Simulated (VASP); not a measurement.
Output of a VASP run:

OSZICAR:
```
       N       E                     dE             d eps       ncg     rms          rms(c)
DAV:   1     0.100076741919E+03    0.10008E+03   -0.99498E+03  8648   0.113E+03
DAV:   2    -0.161718179348E+02   -0.11625E+03   -0.11474E+03 10486   0.293E+02
DAV:   3    -0.184384088117E+02   -0.22666E+01   -0.22336E+01 11334   0.368E+01
DAV:   4    -0.184494782531E+02   -0.11069E-01   -0.11054E-01  9639   0.298E+00
DAV:   5    -0.184495769617E+02   -0.98709E-04   -0.98701E-04 11494   0.253E-01    0.183E+01
DAV:   6    -0.174678823374E+02    0.98169E+00   -0.12305E+01  9688   0.226E+01    0.399E+00
DAV:   7    -0.173300986870E+02    0.13778E+00   -0.13859E+00  9486   0.826E+00    0.331E+00
DAV:   8    -0.173093929921E+02    0.20706E-01   -0.82532E-02 10808   0.209E+00    0.497E-01
DAV:   9    -0.173094811584E+02   -0.88166E-04   -0.45058E-03 10717   0.447E-01    0.267E-01
DAV:  10    -0.173095795964E+02   -0.98438E-04   -0.88401E-04 10360   0.274E-01    0.680E-02
DAV:  11    -0.173095760074E+02    0.35890E-05   -0.11402E-04 10024   0.803E-02    0.221E-02
DAV:  12    -0.173095763092E+02   -0.30179E-06   -0.89361E-06 10640   0.204E-02
   1 F= -.17309576E+02 E0= -.17309641E+02  d E =0.193971E-03
```

### OUTCAR
```
------------------------ aborting loop because EDIFF is reached ----------------------------------------
  FORCE on cell =-STRESS in cart. coord.  units (eV):
  Direction    XX          YY          ZZ          XY          YZ          ZX
  --------------------------------------------------------------------------------------
  Total       -1.8523937     -1.5321220     -1.5500674      0.0000000      0.0000000      0.0000000
  in kB      -69.3985795    -57.3998339    -58.0721426      0.0000000      0.0000000      0.0000000
  external PRESSURE =     -61.6235187 kB  Pullay stress =       0.0000000 kB
  volume of cell :       42.77
      direct lattice vectors                 reciprocal lattice vectors
    -1.642056000  1.634161000  3.984286000     0.000000000  0.305967405  0.125492999
     1.642056000 -1.634161000  3.984286000     0.304496314  0.000000000  0.125492999
     1.642056000  1.634161000 -3.984286000     0.304496314  0.305967405  0.000000000
 POSITION                                       TOTAL-FORCE (eV/Angst)
 -----------------------------------------------------------------------------------
      0.00000      0.00000      5.29910         0.109303     -0.000000     -0.290708
      0.00000      0.00000      2.66947         0.109303      0.000000      0.290708
      0.02937      0.00000      0.00000        -0.218607     -0.000000      0.000000
 -----------------------------------------------------------------------------------
    total drift:                                0.000127      0.000000      0.000000
  FREE ENERGIE OF THE ION-ELECTRON SYSTEM (eV)
  ---------------------------------------------------
  free  energy   TOTEN  =       -17.3095763092 eV

  energy  without entropy=      -17.3097702798  energy(sigma->0) =      -17.30964097

 total charge

# of ion       s       p       d       tot
------------------------------------------
    1        0.743   0.842   0.000   1.585
    2        0.743   0.842   0.000   1.585
    3        2.278   6.193   3.996  12.466
--------------------------------------------------
tot          3.765   7.876   3.996  15.636
```
(Selected blocks of OUTCAR.)

POSCAR:
```
MoSi2
1
   -1.6420560000     1.6341610000     3.9842860000
    1.6420560000    -1.6341610000     3.9842860000
    1.6420560000     1.6341610000    -3.9842860000
Si Mo
2 1
Direct
  0.6650000000   0.6650000000   0.0000000000
  0.3350000000   0.3350000000   0.0000000000
 -0.0000000000   0.0089420000   0.0089420000
```

Problem. Reconstruct the remaining input files.

Solution. Several could match; the one computed here: the input of the run itself, PBE GGA + U (Dudarev), plane waves, VASP's PBE PAW potentials (set 64).

**INCAR**
```
SYSTEM=MoSi2
PREC=Accurate; ENCUT=400; LREAL=.FALSE.
LASPH=.TRUE.
EDIFF=1E-6; NELM=100; ALGO=Normal
LMAXMIX=2
ISMEAR=1; SIGMA=0.1
GGA=PE
LDAUL=-1 2
LDAUU=0 5.0
LDAUJ=0 0
LDAU=.TRUE.; LDAUTYPE=2; LDAUPRINT=1
ISIF=2
LWAVE=.FALSE.; LCHARG=.FALSE.; LORBIT=10
```

KPOINTS:
```
Automatic mesh
0
Gamma
12 12 12
0 0 0
```

POTCAR, in this order: Si Mo_sv (PBE.64 set). Program: vasp_std.

The compound is MoSi2 in the MoSi2 type structure. The cell was not relaxed at this level. The run is one of a series of settings (LDAU = .TRUE., LDAUJ = 0 0, LDAUL = -1 2, LDAUTYPE = 2, LDAUU = 0 5.0, LMAXMIX = 2 against the base run), some of them coarse on purpose.
